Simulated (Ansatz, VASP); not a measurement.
# Si (amorphous Si) in two plane-wave programs

One calculation is typed for both programs; each brings its own data sets. How far apart do they land? The structure shown is the start of the Ansatz relaxation below; VASP solves that cell, so the two are compared at the walk's first step.

Program: Ansatz 0.2.0. Level of theory: plane waves, with VASP 6.6.1 beside it; single point at RPBE. Results are calculated unless marked as measured.

## Step 1: The structure

The cell holds 76 atoms: 76 Si. Its edges and angles: a = 11.660 Å, b = 11.660 Å, c = 11.660 Å, α = 90.0°, β = 90.0°, γ = 90.0°. As first built, before any earlier steps moved the atoms (in the runner's words): 76 atoms (76 Si) placed at random at 2.24 g/cm^3, melted at 2500 K for 10 ps at fixed volume with the modified Tersoff potential (Kumagai, Izumi, Hara and Sakai, Comput. Mater. Sci. 39, 457 (2007)). Quenched from 2500 K to 100 K at 50 K/ps and fixed volume, annealed at 700 K for 50 ps, held 5 ps, then minimised at fixed cell.

## Step 2: Ansatz: relaxation, RPBE

Ansatz runs on its PAW soft_1 files.

The two programs are compared at the cell with which this relaxation starts, whose forces are those of its first step.

Input file input.yaml:

```yaml
crystal:
  lattice:
    - [11.6597, 0.0, 0.0]
    - [0.0, 11.6597, 0.0]
    - [0.0, 0.0, 11.6597]
  atoms:
    - { symbol: Si, position: [0.85202, 0.8858, 0.23826] }
    - { symbol: Si, position: [0.79083, 0.18368, 0.2091] }
    - { symbol: Si, position: [0.68373, 0.27191, 0.95416] }
    - { symbol: Si, position: [0.98452, 0.37497, 0.37721] }
    - { symbol: Si, position: [0.89866, 0.82166, 0.05024] }
    - { symbol: Si, position: [0.78322, 0.77888, 0.54401] }
    - { symbol: Si, position: [0.07832, 0.68312, 0.39723] }
    - { symbol: Si, position: [0.2153, 0.88086, 0.96605] }
    - { symbol: Si, position: [0.03884, 0.51787, 0.51288] }
    - { symbol: Si, position: [0.0348, 0.17204, 0.00271] }
    - { symbol: Si, position: [0.72449, 0.69652, 0.87048] }
    - { symbol: Si, position: [0.29861, 0.09381, 0.26478] }
    - { symbol: Si, position: [0.40261, 0.63616, 0.89582] }
    - { symbol: Si, position: [0.85763, 0.68452, 0.71039] }
    - { symbol: Si, position: [0.57104, 0.49904, 0.52895] }
    - { symbol: Si, position: [0.62487, 0.10942, 0.59172] }
    - { symbol: Si, position: [0.49855, 0.57622, 0.18829] }
    - { symbol: Si, position: [0.27192, 0.48469, 0.9319] }
    - { symbol: Si, position: [0.47886, 0.93846, 0.77967] }
    - { symbol: Si, position: [0.45933, 0.99472, 0.5831] }
    - { symbol: Si, position: [0.21641, 0.71469, 0.65792] }
    - { symbol: Si, position: [0.46498, 0.14421, 0.80991] }
    - { symbol: Si, position: [0.80904, 0.96261, 0.93245] }
    - { symbol: Si, position: [0.04228, 0.75951, 0.75956] }
    - { symbol: Si, position: [0.11711, 0.56198, 0.03903] }
    - { symbol: Si, position: [0.80875, 0.38934, 0.26997] }
    - { symbol: Si, position: [0.6314, 0.8766, 0.90256] }
    - { symbol: Si, position: [0.93776, 0.08933, 0.48332] }
    - { symbol: Si, position: [0.49606, 0.87132, 0.42318] }
    - { symbol: Si, position: [0.69463, 0.35674, 0.43927] }
    - { symbol: Si, position: [0.1192, 0.01122, 0.55011] }
    - { symbol: Si, position: [0.26352, 0.80266, 0.16055] }
    - { symbol: Si, position: [0.18688, 0.82965, 0.48688] }
    - { symbol: Si, position: [0.37508, 0.44677, 0.48269] }
    - { symbol: Si, position: [0.22131, 0.50913, 0.60849] }
    - { symbol: Si, position: [0.56705, 0.20222, 0.42171] }
    - { symbol: Si, position: [0.19473, 0.38538, 0.77025] }
    - { symbol: Si, position: [0.60135, 0.70042, 0.49033] }
    - { symbol: Si, position: [0.8713, 0.02579, 0.75133] }
    - { symbol: Si, position: [0.54685, 0.88259, 0.08515] }
    - { symbol: Si, position: [0.29331, 0.11792, 0.56972] }
    - { symbol: Si, position: [0.65217, 0.24985, 0.74863] }
    - { symbol: Si, position: [0.33676, 0.51728, 0.29283] }
    - { symbol: Si, position: [0.06438, 0.74582, 0.96015] }
    - { symbol: Si, position: [0.09576, 0.32884, 0.21099] }
    - { symbol: Si, position: [0.29778, 0.3318, 0.22769] }
    - { symbol: Si, position: [0.8593, 0.22667, 0.73189] }
    - { symbol: Si, position: [0.42695, 0.72402, 0.07743] }
    - { symbol: Si, position: [0.05594, 0.96184, 0.73434] }
    - { symbol: Si, position: [0.80817, 0.5994, 0.25217] }
    - { symbol: Si, position: [0.88471, 0.48607, 0.66301] }
    - { symbol: Si, position: [0.17975, 0.62928, 0.22654] }
    - { symbol: Si, position: [0.93462, 0.06498, 0.28529] }
    - { symbol: Si, position: [0.49468, 0.20108, 0.99857] }
    - { symbol: Si, position: [0.83095, 0.14505, 0.0145] }
    - { symbol: Si, position: [0.99117, 0.375, 0.80633] }
    - { symbol: Si, position: [0.80462, 0.4215, 0.05806] }
    - { symbol: Si, position: [0.27233, 0.19211, 0.76019] }
    - { symbol: Si, position: [0.7852, 0.98448, 0.57281] }
    - { symbol: Si, position: [0.00204, 0.38583, 0.01854] }
    - { symbol: Si, position: [0.586, 0.55457, 0.85806] }
    - { symbol: Si, position: [0.5752, 0.45737, 0.0366] }
    - { symbol: Si, position: [0.6452, 0.88702, 0.26419] }
    - { symbol: Si, position: [0.81258, 0.63463, 0.0458] }
    - { symbol: Si, position: [0.10369, 0.12672, 0.19145] }
    - { symbol: Si, position: [0.87008, 0.28442, 0.53095] }
    - { symbol: Si, position: [0.15736, 0.0637, 0.87732] }
    - { symbol: Si, position: [0.6188, 0.09418, 0.26287] }
    - { symbol: Si, position: [0.36657, 0.24282, 0.42031] }
    - { symbol: Si, position: [0.63289, 0.67817, 0.29262] }
    - { symbol: Si, position: [0.38833, 0.3638, 0.04785] }
    - { symbol: Si, position: [0.8898, 0.74104, 0.37274] }
    - { symbol: Si, position: [0.31149, 0.89816, 0.33642] }
    - { symbol: Si, position: [0.46108, 0.06266, 0.1376] }
    - { symbol: Si, position: [0.66977, 0.44841, 0.70121] }
    - { symbol: Si, position: [0.32818, 0.80442, 0.81206] }
kpoints:
  mp_grid: { grid: [1, 1, 1] }
hamiltonian:
  xc: rpbe
  pseudopotentials: { kind: paw, azcp: { folder: soft_1 } }
scf:
  occupations: { method: fermi_dirac, width: 0.05 }
output:
  forces: true
relax:
  f_tol: 0.05
  max_steps: 150
  cell: {}
```

Launch:

```sh
> ansatz run input.yaml --threads 4 --pin off --max-ram 8192MiB --backend cpu --events-out ev --progress --plain --runs-dir out
```

Numbers of over 12 decimals in the logs are rounded to 6 here.

The log of the run:

```text
Engine: ansatz 0.2.0, x86_64-unknown-linux-gnu
Pseudopotentials: kind: paw
Pseudopotential: Si, paw, valence charge 4, recommended cutoff 420 eV (normal), soft_1/Si.paw.azcp
Functional definition: RPBE
  parameter kappa = 0.804
  parameter beta = 0.066725
  exchange = rpbe_x(kappa = kappa, mu = beta*pi^2/3)
  correlation = pbe_c(beta = beta)
Crystal: 76 atoms, lattice volume = 1585.120 Å³
Basis set: ecut = 420 eV, 31103 PW (Γ), exchange–correlation on 160×160×160 points (8 copies of the dense FFT grid, shifted against one another)
Bands: 228, of which v1, the nominal top of the filled ones, is band 152 counted from 1 (151 counted from 0)
Symmetry: 1 space group operations
Space group: P1 (ITA 1), of the structure as read, at distance tolerance 1.2e-4 Å
k-points: 1
Non-local potential: Si, projectors of the file, l = 0: 2, l = 1: 2, l = 2: 1
PAW form: soft (Blöchl's): semilocal exchange-correlation on the pseudo side does not see the compensation charge
PAW frozen core: Si, regenerated for the run's functional, and the local potential with it (the file was generated under x = pbe(κ = 0.804, μ = 0.219515), c = pbe(β = 0.066725))
PAW one-centre angular grid: Si, 110 points (default); XC on 64 Gauss nodes
Initial density: superposition of atomic densities (chi_scale 0.1, normalization cell)
Initial wavefunctions: pseudopotential atomic-orbital guess
Functional: x = rpbe, c = pbe(β = 0.066725)
SCF iter   1: F=—  HF=-48542.194160 eV  |F-HF|=—  |Δ(HF+E_count)|=         —  Δρ=4.16e-2  dr2=3.23e1  ethr=3.10e-3  ⟨swp⟩=6.0  Hψ=1106  notcnv=0  defer=47
preconditioner: auto → Resta (q_TF=auto, 2.072 Å⁻¹)  ε∞=5.6  [insulator: Δε(μ)=0.193 eV  Ē_g=7.611 eV  σ=0.050 eV  W_gap=0.75  n_scr=250 (ndim 8)  ℏωp=16.3 eV  f_vac=0.000  D(μ)=10.15/eV (n_scr^D=26)  ε∞_Penn≈5.6]
SCF iter   2: F=—  HF=-48537.477030 eV  |F-HF|=—  |Δ(HF+E_count)|=    4.72e0  Δρ=2.38e-2  dr2=9.91e0  ethr=3.10e-3  ⟨swp⟩=3.0  Hψ=284  notcnv=0  defer=53
SCF iter   3: F=—  HF=-48535.761464 eV  |F-HF|=—  |Δ(HF+E_count)|=    1.72e0  Δρ=4.66e-3  dr2=9.94e-1  ethr=3.10e-3  ⟨swp⟩=3.0  Hψ=335  notcnv=0  defer=53
SCF iter   4: F=—  HF=-48535.783990 eV  |F-HF|=—  |Δ(HF+E_count)|=   2.25e-2  Δρ=1.60e-3  dr2=1.36e-1  ethr=3.27e-4  ⟨swp⟩=3.0  Hψ=287  notcnv=0  defer=53
SCF iter   5: F=—  HF=-48535.846299 eV  |F-HF|=—  |Δ(HF+E_count)|=   6.23e-2  Δρ=6.26e-4  dr2=2.04e-2  ethr=4.47e-5  ⟨swp⟩=2.0  Hψ=280  notcnv=0  defer=53
SCF iter   6: F=—  HF=-48535.870036 eV  |F-HF|=—  |Δ(HF+E_count)|=   2.37e-2  Δρ=2.20e-4  dr2=2.82e-3  ethr=6.70e-6  ⟨swp⟩=2.0  Hψ=346  notcnv=0  defer=53
SCF iter   7: F=—  HF=-48535.874279 eV  |F-HF|=—  |Δ(HF+E_count)|=   4.24e-3  Δρ=7.08e-5  dr2=2.70e-4  ethr=9.27e-7  ⟨swp⟩=2.0  Hψ=330  notcnv=0  defer=53
SCF iter   8: F=—  HF=-48535.874737 eV  |F-HF|=—  |Δ(HF+E_count)|=   4.57e-4  Δρ=2.57e-5  dr2=3.13e-5  ethr=8.89e-8  ⟨swp⟩=2.0  Hψ=330  notcnv=0  defer=53
SCF iter   9: F=—  HF=-48535.874515 eV  |F-HF|=—  |Δ(HF+E_count)|=   2.22e-4  Δρ=1.00e-5  dr2=4.35e-6  ethr=1.03e-8  ⟨swp⟩=2.0  Hψ=383  notcnv=0  defer=53
SCF iter  10: F=—  HF=-48535.874524 eV  |F-HF|=—  |Δ(HF+E_count)|=   8.65e-6  Δρ=2.90e-6  dr2=3.80e-7  ethr=1.43e-9  ⟨swp⟩=2.0  Hψ=330  notcnv=0  defer=53
SCF iter  11: F=-48535.874524 eV  HF=-48535.874524 eV  |F-HF|=4.88e-8  |Δ(HF+E_count)|=   6.20e-7  Δρ=1.08e-6  dr2=5.69e-8  ethr=3.29e-11  ⟨swp⟩=5.0  Hψ=757  notcnv=0
SCF 1 converged in 11 iterations: F = -48535.874524 eV  dr2 = 5.69e-8
  greatest PAW one-centre occupation: 0.655 electrons in one spin orbital (limit 2), on the Si atom at site 44 (counted from 0), in its partial waves of l = 0
relax step   1: F+E_penalty+E_count = -48535.87452439 eV  Δ(F+E_penalty+E_count) = +0.000e0 eV  max|allowed force component| = 6.921e-1 eV/Å  Δτ_max = 0.0000 Å  P = +0.350 GPa  Ω = 1585.120 Å³  (11 SCF iters, dr2 threshold 1.00e-7 eV, accepted)
Crystal: 76 atoms, lattice volume = 1593.444 Å³
Basis set: ecut = 420 eV, 31183 PW (Γ), exchange–correlation on 160×160×160 points (8 copies of the dense FFT grid, shifted against one another)
Initial density: handed on by an earlier stage of this run
Initial wavefunctions: those handed on with the density
iter 1 solved again at ethr=1.89e-4 eV; its pass at ethr=3.10e-3 eV (dr2=5.75e-1 eV) is discarded
SCF iter   1: F=—  HF=-48536.880321 eV  |F-HF|=—  |Δ(HF+E_count)|=         —  Δρ=5.97e-3  dr2=5.70e-1  ethr=1.89e-4  ⟨swp⟩=9.0  Hψ=1227  notcnv=0  defer=2
preconditioner: auto → Kerker (q_TF=auto, 2.070 Å⁻¹)  [metal: Δε(μ)=0.061 eV  Ē_g=7.469 eV  σ=0.050 eV  W_gap=0.29  n_scr=250 (ndim 8)  ℏωp=16.2 eV  f_vac=0.005  D(μ)=18.88/eV (n_scr^D=80)]
SCF iter   2: F=—  HF=-48536.837294 eV  |F-HF|=—  |Δ(HF+E_count)|=   4.30e-2  Δρ=3.56e-3  dr2=1.92e-1  ethr=1.88e-4  ⟨swp⟩=1.0  Hψ=263  notcnv=0  defer=2
[...]
atom  42  Si    -0.00570980     0.02074857     0.02464873
  atom  43  Si    -0.00817421     0.00031792    -0.00155822
  atom  44  Si     0.00198171     0.01859068    -0.00283124
  atom  45  Si    -0.02119558     0.01287334     0.02910253
  atom  46  Si     0.01853864    -0.00771972    -0.00050456
  atom  47  Si     0.00580872    -0.00745518    -0.03040350
  atom  48  Si     0.00664048    -0.00667450     0.00975399
  atom  49  Si    -0.00030713     0.00485558    -0.00101054
  atom  50  Si     0.00832529    -0.00555971     0.00699112
  atom  51  Si     0.00403733    -0.00990958    -0.00546048
  atom  52  Si    -0.00227334    -0.01022155    -0.00323022
  atom  53  Si    -0.00637786    -0.01387176    -0.00044301
  atom  54  Si    -0.00191498    -0.00156310     0.00218689
  atom  55  Si    -0.00526074    -0.00055005     0.00115786
  atom  56  Si    -0.00002274     0.00779077     0.00612592
  atom  57  Si     0.00616515     0.00717929     0.01674580
  atom  58  Si     0.00114524     0.00379871    -0.00548009
  atom  59  Si     0.00463938     0.00399231     0.00422534
  atom  60  Si     0.02056562    -0.02377258     0.01204504
  atom  61  Si    -0.00259894     0.00493747    -0.00256326
  atom  62  Si    -0.00282388    -0.00650080    -0.01624195
  atom  63  Si     0.00782703    -0.00149574    -0.01871141
  atom  64  Si    -0.01754449    -0.00681182     0.00031878
  atom  65  Si     0.00988618    -0.00521110    -0.01004156
[...]
atom  69  Si     0.00728993    -0.00170779    -0.02137034
  atom  70  Si    -0.00456183     0.01177267     0.02408398
  atom  71  Si    -0.00545248     0.00178933     0.01253130
  atom  72  Si     0.00080388    -0.00211103    -0.00954065
  atom  73  Si    -0.00168050    -0.00445466    -0.00408401
  atom  74  Si     0.00841770     0.00053584     0.00411647
  atom  75  Si    -0.00189522     0.00000720    -0.00480388
  atom  76  Si     0.00486961    -0.00973251     0.00523681
  max |Σ_I F_I| component: 1.97e-6 eV/Å
--- Stress (GPa, compression-positive) ---
        0.035188      -0.003728      -0.006223
       -0.003728       0.005319       0.003428
       -0.006224       0.003428      -0.024233
  P = ⅓ Tr σ = 0.0054 GPa (0.054 kbar)
--- Relaxed structure (6 steps of the walk, 5 accepted, 1 SCFs on fresh bases) ---
  F+E_penalty+E_count = -48537.26364345 eV   max|allowed force component| = 3.630e-2 eV/Å   (the final SCF, on the basis selected at the relaxed cell)
  cell:  # Å, volume = 1588.7733 Å³
    - [11.533161, 0.039012, 0.094747]
    - [0.039012, 11.771540, 0.020625]
    - [0.094747, 0.020625, 11.703489]
  atoms:
    - { symbol: Si, position: [0.861520, 0.885379, 0.231288] }
    - { symbol: Si, position: [0.792680, 0.188383, 0.208039] }
    - { symbol: Si, position: [0.704127, 0.265564, 0.943869] }
    - { symbol: Si, position: [0.986731, 0.374542, 0.388095] }
    - { symbol: Si, position: [0.902126, 0.817239, 0.043123] }
    - { symbol: Si, position: [0.777640, 0.775727, 0.543861] }
    - { symbol: Si, position: [0.071713, 0.680798, 0.399571] }
    - { symbol: Si, position: [0.221666, 0.879936, 0.969096] }
    - { symbol: Si, position: [0.029859, 0.520012, 0.518148] }
    - { symbol: Si, position: [0.049285, 0.179586, 0.00956735] }
    - { symbol: Si, position: [0.708197, 0.699672, 0.876320] }
    - { symbol: Si, position: [0.299482, 0.079803, 0.275095] }
    - { symbol: Si, position: [0.398072, 0.629657, 0.894989] }
    - { symbol: Si, position: [0.849055, 0.694866, 0.718063] }
    - { symbol: Si, position: [0.568217, 0.495677, 0.529216] }
    - { symbol: Si, position: [0.628241, 0.107985, 0.579667] }
    - { symbol: Si, position: [0.499885, 0.590973, 0.201473] }
    - { symbol: Si, position: [0.269765, 0.477591, 0.936103] }
    - { symbol: Si, position: [0.476918, 0.939595, 0.773933] }
    - { symbol: Si, position: [0.462039, 0.993426, 0.580916] }
    - { symbol: Si, position: [0.214572, 0.717590, 0.659369] }
    - { symbol: Si, position: [0.463427, 0.142474, 0.811931] }
    - { symbol: Si, position: [0.812706, 0.964262, 0.932036] }
    - { symbol: Si, position: [0.037616, 0.764248, 0.759860] }
[...]
- { symbol: Si, position: [0.362350, 0.236815, 0.408295] }
    - { symbol: Si, position: [0.632954, 0.686164, 0.306416] }
    - { symbol: Si, position: [0.400312, 0.364282, 0.048813] }
    - { symbol: Si, position: [0.886182, 0.741788, 0.365933] }
    - { symbol: Si, position: [0.321742, 0.885930, 0.333996] }
    - { symbol: Si, position: [0.457444, 0.069386, 0.134500] }
    - { symbol: Si, position: [0.662709, 0.443499, 0.700189] }
    - { symbol: Si, position: [0.331447, 0.799187, 0.810804] }
```

In the SCF lines HF is the Harris–Foulkes energy and dr2 the Hartree energy of the density residual, in eV; the loop may stop once dr2 is under the threshold and the program's other checks hold. Hψ counts applications of the Hamiltonian.

(Part 1 of 2 ends here.)

[Lines on the potential files, build, host, timing and source positions are cut from VASP's logs without a mark.]

[Logs are printed without paths, hosts, clocks, repeated set-up lines and the standing remarks that a program may print on its own settings, such as how far it seeks lower states.]

[Hosts, paths, dates, database ids (printed as entryN), source tags and the programs' standing remarks are cut or masked in the printed files.]
